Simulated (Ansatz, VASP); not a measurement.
# Te2As in two plane-wave programs, part 3 of 3

Aim: how closely do two programs agree when they are given the same cell, functional and k mesh? The cell is generated by rule, not measured, and may not be a known phase. The cell is taken from a series of runs on this material, whose earlier steps may have relaxed, scaled, displaced or heated it; both programs get it as it stands.

VASP 6.6.1 and Ansatz 0.2.0.

So far: The structure; Ansatz: zone-centre phonons, LDA; VASP: zone-centre phonons, LDA.

**3. VASP: zone-centre phonons, LDA (continued)**

Level of this step: LDA; plane waves and PAW (As, Te); invented cell (VASP).

Numbers of over 12 decimals in the logs are rounded to 6 here.

From OUTCAR (step 3):

```text
ion  position               nearest neighbor table
   1  0.500  0.500  0.091-   3 2.79   5 2.79   4 2.92   6 2.92   4 2.92   6 2.92
   2  0.000  0.000  0.909-   4 2.79   6 2.79   5 2.92   3 2.92   3 2.92   5 2.92
   3  0.500  0.726  0.727-   1 2.79   2 2.92   2 2.92   5 3.11   6 3.48   6 3.48
   4  0.000  0.226  0.273-   2 2.79   1 2.92   1 2.92   6 3.11   5 3.48   5 3.48
   5  0.500  0.274  0.727-   1 2.79   2 2.92   2 2.92   3 3.11   4 3.48   4 3.48
   6  0.000  0.774  0.273-   2 2.79   1 2.92   1 2.92   4 3.11   3 3.48   3 3.48

  LATTYP: Found a simple orthorhombic cell.
 ALAT       =     3.7897702482
 B/A-ratio  =     1.6817687092
 C/A-ratio  =     1.8191768036

 Subroutine GETGRP returns: Found  8 space group operations
 (whereof  4 operations were pure point group operations)

The static configuration has the point symmetry C_2v.
 The point group associated with its full space group is D_2h.

 Found     80 irreducible k-points:

   k-points           NKPTS =     80   k-points in BZ     NKDIM =     80   number of bands    NBANDS=     23

   dimension x,y,z NGX =    28 NGY =   50 NGZ =   48
   dimension x,y,z NGXF=    56 NGYF=  100 NGZF=   96

   ENCUT  =  500.0 eV  36.75 Ry    6.06 a.u.   6.91 12.57 11.62*2*pi/ulx,y,z

   NELECT =      34.0000    total number of electrons

 k-points in reciprocal lattice and weights: Automatic mesh
   0.00000000  0.00000000  0.00000000       0.003
   0.12500000  0.00000000  0.00000000       0.007
   0.25000000  0.00000000  0.00000000       0.007
   0.37500000  0.00000000  0.00000000       0.007
   0.50000000  0.00000000  0.00000000       0.003
   0.00000000  0.16666667  0.00000000       0.007
   0.12500000  0.16666667  0.00000000       0.014
   0.25000000  0.16666667  0.00000000       0.014
   0.37500000  0.16666667  0.00000000       0.014
[...]
-----------------------------------------------------------------------------------
    total drift:                               -0.000000      0.000000      0.000000

 Eigenvectors and eigenvalues of the dynamical matrix
 ----------------------------------------------------

   1 f  =    4.720595 THz    29.660371 2PiTHz  157.462090 cm-1    19.522802 meV
             X         Y         Z           dx          dy          dz
      1.894885  3.447131  0.580859     0.000000    0.000000   -0.519702
      0.000000  0.000000  5.792658    -0.000000    0.000000   -0.519702
      1.894885  5.003002  4.634078     0.000000   -0.274191    0.199435
      0.000000  1.555871  1.739439    -0.000000    0.274191    0.199435
      1.894885  1.891260  4.634078     0.000000    0.274191    0.199435
      0.000000  5.338391  1.739439    -0.000000   -0.274191    0.199435

   2 f  =    4.194688 THz    26.356004 2PiTHz  139.919744 cm-1    17.347829 meV
             X         Y         Z           dx          dy          dz
      1.894885  3.447131  0.580859     0.000000    0.697975    0.000000
      0.000000  0.000000  5.792658    -0.000000   -0.697975   -0.000000
      1.894885  5.003002  4.634078     0.000000    0.050615    0.062075
      0.000000  1.555871  1.739439    -0.000000   -0.050615    0.062075
      1.894885  1.891260  4.634078     0.000000    0.050615   -0.062075
      0.000000  5.338391  1.739439    -0.000000   -0.050615   -0.062075

   3 f  =    3.578294 THz    22.483085 2PiTHz  119.359046 cm-1    14.798629 meV
             X         Y         Z           dx          dy          dz
      1.894885  3.447131  0.580859     0.000000   -0.000000    0.273068
      0.000000  0.000000  5.792658    -0.000000    0.000000   -0.273068
      1.894885  5.003002  4.634078     0.000000   -0.077946   -0.454578
      0.000000  1.555871  1.739439    -0.000000   -0.077946    0.454578
      1.894885  1.891260  4.634078     0.000000    0.077946   -0.454578
      0.000000  5.338391  1.739439    -0.000000    0.077946    0.454578

   4 f  =    3.341764 THz    20.996924 2PiTHz  111.469258 cm-1    13.820420 meV
             X         Y         Z           dx          dy          dz
      1.894885  3.447131  0.580859    -0.000000    0.000000    0.537161
      0.000000  0.000000  5.792658     0.000000   -0.000000   -0.537161
      1.894885  5.003002  4.634078    -0.000000    0.306418    0.108797
      0.000000  1.555871  1.739439     0.000000    0.306418   -0.108797
      1.894885  1.891260  4.634078    -0.000000   -0.306418    0.108797
      0.000000  5.338391  1.739439     0.000000   -0.306418   -0.108797

   5 f  =    3.339238 THz    20.981053 2PiTHz  111.384998 cm-1    13.809973 meV
             X         Y         Z           dx          dy          dz
      1.894885  3.447131  0.580859    -0.639720    0.000000   -0.000000
      0.000000  0.000000  5.792658     0.639720   -0.000000    0.000000
      1.894885  5.003002  4.634078    -0.213024   -0.000000   -0.000000
      0.000000  1.555871  1.739439     0.213024   -0.000000    0.000000
      1.894885  1.891260  4.634078    -0.213024    0.000000   -0.000000
      0.000000  5.338391  1.739439     0.213024    0.000000    0.000000

   6 f  =    3.323834 THz    20.884264 2PiTHz  110.871164 cm-1    13.746266 meV
             X         Y         Z           dx          dy          dz
      1.894885  3.447131  0.580859     0.621843    0.000000   -0.000000
      0.000000  0.000000  5.792658     0.621843   -0.000000    0.000000
      1.894885  5.003002  4.634078    -0.238025   -0.000000   -0.000000
      0.000000  1.555871  1.739439    -0.238025   -0.000000    0.000000
      1.894885  1.891260  4.634078    -0.238025    0.000000   -0.000000
      0.000000  5.338391  1.739439    -0.238025    0.000000    0.000000

   7 f  =    3.059874 THz    19.225757 2PiTHz  102.066420 cm-1    12.654618 meV
             X         Y         Z           dx          dy          dz
      1.894885  3.447131  0.580859    -0.000000   -0.000000    0.340436
      0.000000  0.000000  5.792658     0.000000   -0.000000    0.340436
      1.894885  5.003002  4.634078     0.000000   -0.418114   -0.131272
      0.000000  1.555871  1.739439     0.000000    0.418114   -0.131272
      1.894885  1.891260  4.634078     0.000000    0.418114   -0.131272
      0.000000  5.338391  1.739439    -0.000000   -0.418114   -0.131272

   8 f  =    2.736419 THz    17.193426 2PiTHz   91.277102 cm-1    11.316913 meV
             X         Y         Z           dx          dy          dz
      1.894885  3.447131  0.580859    -0.000000   -0.030954   -0.000000
      0.000000  0.000000  5.792658     0.000000    0.030954   -0.000000
      1.894885  5.003002  4.634078    -0.000000   -0.287528    0.408471
      0.000000  1.555871  1.739439    -0.000000    0.287528    0.408471
      1.894885  1.891260  4.634078     0.000000   -0.287528   -0.408471
      0.000000  5.338391  1.739439    -0.000000    0.287528   -0.408471

   9 f  =    2.537466 THz    15.943367 2PiTHz   84.640743 cm-1    10.494110 meV
             X         Y         Z           dx          dy          dz
      1.894885  3.447131  0.580859    -0.000000   -0.499705   -0.000000
      0.000000  0.000000  5.792658    -0.000000   -0.499705   -0.000000
      1.894885  5.003002  4.634078    -0.000000    0.192042    0.297098
      0.000000  1.555871  1.739439    -0.000000    0.192042   -0.297098
      1.894885  1.891260  4.634078     0.000000    0.192042   -0.297098
      0.000000  5.338391  1.739439     0.000000    0.192042    0.297098

  10 f  =    2.313560 THz    14.536525 2PiTHz   77.172047 cm-1     9.568110 meV
             X         Y         Z           dx          dy          dz
      1.894885  3.447131  0.580859     0.000000   -0.000000    0.000000
      0.000000  0.000000  5.792658    -0.000000   -0.000000   -0.000000
      1.894885  5.003002  4.634078     0.500000    0.000000   -0.000000
      0.000000  1.555871  1.739439     0.500000   -0.000000    0.000000
      1.894885  1.891260  4.634078    -0.500000    0.000000    0.000000
      0.000000  5.338391  1.739439    -0.500000    0.000000   -0.000000

  11 f  =    2.292249 THz    14.402624 2PiTHz   76.461190 cm-1     9.479975 meV
             X         Y         Z           dx          dy          dz
      1.894885  3.447131  0.580859    -0.000000   -0.369515    0.000000
      0.000000  0.000000  5.792658    -0.000000   -0.369515   -0.000000
      1.894885  5.003002  4.634078    -0.000000    0.141410   -0.402160
      0.000000  1.555871  1.739439    -0.000000    0.141410    0.402160
      1.894885  1.891260  4.634078     0.000000    0.141410    0.402160
      0.000000  5.338391  1.739439     0.000000    0.141410   -0.402160

  12 f  =    2.287487 THz    14.372706 2PiTHz   76.302358 cm-1     9.460282 meV
             X         Y         Z           dx          dy          dz
      1.894885  3.447131  0.580859    -0.000000   -0.000000   -0.369989
      0.000000  0.000000  5.792658     0.000000   -0.000000    0.369989
      1.894885  5.003002  4.634078     0.000000    0.387340   -0.177544
      0.000000  1.555871  1.739439     0.000000    0.387340    0.177544
      1.894885  1.891260  4.634078    -0.000000   -0.387340   -0.177544
      0.000000  5.338391  1.739439    -0.000000   -0.387340    0.177544

  13 f  =    1.606529 THz    10.094121 2PiTHz   53.588045 cm-1     6.644068 meV
             X         Y         Z           dx          dy          dz
      1.894885  3.447131  0.580859     0.000000   -0.108959   -0.000000
      0.000000  0.000000  5.792658    -0.000000    0.108959   -0.000000
      1.894885  5.003002  4.634078    -0.000000    0.405914    0.281599
      0.000000  1.555871  1.739439    -0.000000   -0.405914    0.281599
      1.894885  1.891260  4.634078    -0.000000    0.405914   -0.281599
      0.000000  5.338391  1.739439     0.000000   -0.405914   -0.281599
    [... 43 further lines ...]
      1.894885  1.891260  4.634078    -0.000000   -0.000463   -0.439310
      0.000000  5.338391  1.739439    -0.000000    0.000463   -0.439310

 ELASTIC MODULI CONTR FROM IONIC RELAXATION (kBar)
 Direction    XX          YY          ZZ          XY          YZ          ZX
 --------------------------------------------------------------------------------
 XX         -36.1062    -59.0693   -109.1642      0.0000      0.0000      0.0000
 YY         -59.0693   -157.7973   -127.3035     -0.0000      0.0000      0.0000
 ZZ        -109.1642   -127.3035   -520.3782      0.0000      0.0000     -0.0000
 XY           0.0000     -0.0000      0.0000    -31.2576      0.0000     -0.0000
 YZ           0.0000      0.0000      0.0000      0.0000   -286.6357     -0.0000
 ZX           0.0000      0.0000     -0.0000     -0.0000     -0.0000    -30.8090
 --------------------------------------------------------------------------------
```

**4. Comparison**

Known differences besides the potentials themselves: the two LDA forms differ slightly; the data sets hold 94 valence electrons in Ansatz (on its default PAW (the set named soft_2) files) and 34 in VASP; the cutoff is 420 eV in Ansatz and 500 eV in VASP; VASP's log shows a relativistic correction to its local exchange, Ansatz's none. Total energies have different zeros and are not compared.

Compared:

```csv
quantity,Ansatz,VASP,difference
optical mode 1 (cm⁻¹),44.4,44.7,-0.3
optical mode 2 (cm⁻¹),48.4,48.6,-0.1
optical mode 3 (cm⁻¹),52.1,53.6,-2.83 %
optical mode 4 (cm⁻¹),73.9,76.3,-3.12 %
optical mode 5 (cm⁻¹),75.6,76.5,-1.14 %
optical mode 6 (cm⁻¹),76.4,77.2,-1.00 %
optical mode 7 (cm⁻¹),82.9,84.6,-2.07 %
optical mode 8 (cm⁻¹),89.8,91.3,-1.61 %
optical mode 9 (cm⁻¹),99.7,102.1,-2.34 %
optical mode 10 (cm⁻¹),108.8,110.9,-1.84 %
optical mode 11 (cm⁻¹),109.3,111.4,-1.85 %
optical mode 12 (cm⁻¹),109.7,111.5,-1.61 %
optical mode 13 (cm⁻¹),118.4,119.4,-0.77 %
optical mode 14 (cm⁻¹),136.6,139.9,-2.39 %
optical mode 15 (cm⁻¹),154.8,157.5,-1.72 %
```

Modes are paired by rising frequency, not by their patterns, so a pair may set unlike modes beside each other; they are those without the splitting of longitudinal modes.

**5. What came out**

```json
{"r.m.s. difference of the optical zone-centre modes, each program's sorted by frequency (zone-centre phonons, LDA)": "1.8 cm⁻¹", "difference in optical mode 4 (zone-centre phonons, LDA)": "-3.1 %"}
```

In words: The r.m.s. difference of the optical zone-centre modes, each program's sorted by frequency is 1.8 cm⁻¹ (zone-centre phonons, LDA). The data sets hold unlike numbers of valence electrons (94 in Ansatz and 34 in VASP), so part of the differences comes from the potentials. Among the rows given in per cent, the largest difference of the zone-centre phonons, LDA pair is in optical mode 4, -3.1 %. Such differences can come from data sets, numerical settings and the points named under the comparisons, not from the functional's error against experiment.

[Lines on the potential files, build, host, timing and source positions are cut from VASP's logs without a mark.]

[Logs are printed without paths, hosts, clocks, repeated set-up lines and the standing remarks that a program may print on its own settings, such as how far it seeks lower states.]

[Hosts, paths, dates, database ids (printed as entryN), source tags and the programs' standing remarks are cut or masked in the printed files.]
